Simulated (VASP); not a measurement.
Output of a VASP run:

**OUTCAR**
```
 ion  position               nearest neighbor table
   1  0.000  0.000  0.000-
  LATTYP: Found a body centered cubic cell.
 ALAT       =     3.4900000000
 Subroutine PRICEL returns:
 Original cell was already a primitive cell.
 Subroutine GETGRP returns: Found 48 space group operations
The static configuration has the point symmetry O_h .
The dynamic configuration has the point symmetry O_h .
 Subroutine INISYM returns: Found 48 space group operations
 Subroutine IBZKPT returns following result:
 Found     84 irreducible k-points:

 Following reciprocal coordinates:
            Coordinates               Weight
  0.000000  0.000000  0.000000      1.000000
  0.076923  0.000000  0.000000     12.000000
  0.153846  0.000000  0.000000     12.000000
  0.230769  0.000000  0.000000     12.000000
  0.307692  0.000000  0.000000     12.000000
  0.384615  0.000000  0.000000     12.000000
  0.461538  0.000000  0.000000     12.000000
  0.076923  0.076923  0.000000     24.000000
  0.153846  0.076923 -0.000000     48.000000
  0.230769  0.076923  0.000000     48.000000
  0.307692  0.076923 -0.000000     48.000000
  0.384615  0.076923  0.000000     48.000000
  0.461538  0.076923  0.000000     24.000000
  0.153846  0.153846  0.000000     24.000000
  0.230769  0.153846  0.000000     48.000000
  0.307692  0.153846  0.000000     48.000000
  0.384615  0.153846  0.000000     48.000000
  0.230769  0.230769  0.000000     24.000000
  0.307692  0.230769  0.000000     48.000000
  0.384615  0.230769  0.000000     24.000000
  0.307692  0.307692  0.000000     24.000000
  0.076923  0.076923  0.076923      8.000000
  0.153846  0.076923  0.076923     24.000000
  0.230769  0.076923  0.076923     24.000000
  0.307692  0.076923  0.076923     24.000000
  0.384615  0.076923  0.076923     24.000000
 -0.076923  0.076923  0.076923      6.000000
  0.153846  0.153846  0.076923     24.000000
  0.230769  0.153846  0.076923     48.000000
  0.307692  0.153846  0.076923     48.000000
  0.384615  0.153846  0.076923     24.000000
 -0.153846  0.153846  0.076923     24.000000
  0.230769  0.230769  0.076923     24.000000
  0.307692  0.230769  0.076923     48.000000
 -0.230769  0.230769  0.076923     24.000000
 -0.153846  0.230769  0.076923     24.000000
  0.307692  0.307692  0.076923      8.000000
 -0.307692  0.307692  0.076923     24.000000
 -0.230769  0.307692  0.076923     48.000000
 -0.384615  0.384615  0.076923     24.000000
   k-points           NKPTS =     84   k-points in BZ     NKDIM =     84   number of bands    NBANDS=      5
   number of dos      NEDOS =    301   number of ions     NIONS =      1
   total plane-waves  NPLWV =   5832
   dimension x,y,z NGX =    18 NGY =   18 NGZ =   18
   dimension x,y,z NGXF=    36 NGYF=   36 NGZF=   36
   ions per type =               1
   PREC   = accura    normal or accurate (medium, high low for compatibility)
   ISTART =      0    job   : 0-new  1-cont  2-samecut
   ICHARG =      2    charge: 1-file 2-atom 10-const
   ISPIN  =      1    spin polarized calculation?
   LNONCOLLINEAR =      F non collinear calculations
   LSORBIT =      F    spin-orbit coupling
   INIWAV =      1    electr: 0-lowe 1-rand  2-diag
   ENCUT  =  300.0 eV  22.05 Ry    4.70 a.u.   4.27  4.27  4.27*2*pi/ulx,y,z
   NELM   =    100;   NELMIN=  2; NELMDL= -5     # of ELM steps
   EDIFF  = 0.1E-05   stopping-criterion for ELM
   LREAL  =      F    real-space projection
   NLSPLINE    = F    spline interpolate recip. space projectors
   LMAXMIX     =    2 max onsite mixed and CHGCAR
   VOSKOWN=      0    Vosko Wilk Nusair interpolation
   EDIFFG = 0.1E-04   stopping-criterion for IOM
   NSW    =      0    number of steps for IOM
   NBLOCK =      1;   KBLOCK =      1    inner block; outer block
   IBRION =     -1    ionic relax: 0-MD 1-quasi-New 2-CG
   NFREE  =      0    steps in history (QN), initial steepest desc. (CG)
...
```

### OSZICAR
```
       N       E                     dE             d eps       ncg     rms          rms(c)
DAV:   1    -0.614546839802E+00   -0.61455E+00   -0.48822E+02   865   0.268E+02
DAV:   2    -0.230514386634E+01   -0.16906E+01   -0.16534E+01  1205   0.471E+01
DAV:   3    -0.234257221808E+01   -0.37428E-01   -0.37429E-01   925   0.516E+00
DAV:   4    -0.234400769271E+01   -0.14355E-02   -0.14355E-02  1110   0.989E-01
DAV:   5    -0.234404478911E+01   -0.37096E-04   -0.37096E-04   970   0.121E-01    0.166E+00
DAV:   6    -0.231181785503E+01    0.32227E-01   -0.35720E-03   865   0.679E-01    0.921E-01
DAV:   7    -0.232435912242E+01   -0.12541E-01   -0.11342E-02  1285   0.904E-01    0.566E-02
DAV:   8    -0.232431510977E+01    0.44013E-04   -0.24153E-04   990   0.174E-01    0.243E-02
DAV:   9    -0.232432392776E+01   -0.88180E-05   -0.85473E-06   940   0.364E-02    0.265E-03
DAV:  10    -0.232432275899E+01    0.11688E-05   -0.61648E-07   475   0.838E-03    0.775E-04
DAV:  11    -0.232432181743E+01    0.94156E-06   -0.44421E-07   435   0.653E-03
   1 F= -.23243218E+01 E0= -.23242854E+01  d E =-.109375E-03
```

**OUTCAR**
```
------------------------ aborting loop because EDIFF is reached ----------------------------------------
  FORCE on cell =-STRESS in cart. coord.  units (eV):
  Direction    XX          YY          ZZ          XY          YZ          ZX
  --------------------------------------------------------------------------------------
  Total       -1.0686056     -1.0686056     -1.0686056     -0.0000000      0.0000000      0.0000000
  in kB      -80.5530012    -80.5530012    -80.5530012     -0.0000000      0.0000000      0.0000000
  external PRESSURE =     -80.5530012 kB  Pullay stress =       0.0000000 kB
  volume of cell :       21.25
      direct lattice vectors                 reciprocal lattice vectors
    -1.745000000  1.745000000  1.745000000     0.000000000  0.286532951  0.286532951
     1.745000000 -1.745000000  1.745000000     0.286532951  0.000000000  0.286532951
     1.745000000  1.745000000 -1.745000000     0.286532951  0.286532951  0.000000000
 POSITION                                       TOTAL-FORCE (eV/Angst)
 -----------------------------------------------------------------------------------
      0.00000      0.00000      0.00000         0.000000      0.000000      0.000000
 -----------------------------------------------------------------------------------
    total drift:                                0.000000     -0.000000      0.000000
  FREE ENERGIE OF THE ION-ELECTRON SYSTEM (eV)
  ---------------------------------------------------
  free  energy   TOTEN  =        -2.3243218174 eV

  energy  without entropy=       -2.3242124422  energy(sigma->0) =       -2.32428536
```
(Selected blocks of OUTCAR.)

POSCAR:
```
Li
1
   -1.7450000000     1.7450000000     1.7450000000
    1.7450000000    -1.7450000000     1.7450000000
    1.7450000000     1.7450000000    -1.7450000000
Li
1
Direct
  0.0000000000   0.0000000000   0.0000000000
```

Write an INCAR and KPOINTS that could have produced this output.

This is not unique; one that fits is the input of the run itself, PBE GGA, plane waves, VASP's PBE PAW potentials (set 64).

**KPOINTS**
```
Automatic mesh
0
Gamma
13 13 13
0 0 0
```

**INCAR**
```
! general
SYSTEM  =  Li
PREC    =  Accurate
ENCUT   =  300
LREAL   =  .False.
LASPH   =  .True.

! electronic loop
EDIFF   =  1E-6
NELM    =  100
ALGO    =  Normal

! smearing
ISMEAR  =  1
SIGMA   =  0.1

! functional
GGA     =  PE

! ions
ISIF    =  2

! output
LWAVE   =  .False.
LCHARG  =  .False.
```

POTCAR, in this order: Li_sv (PBE.64 set). Program: vasp_std.

At this cut-off the stress carries a Pulay error, which pulls relaxed volumes low.

The compound is Li in the bcc structure. The cell was not relaxed at this level. The run is one of a series of settings (ENCUT = 300 against the base run), some of them coarse on purpose.
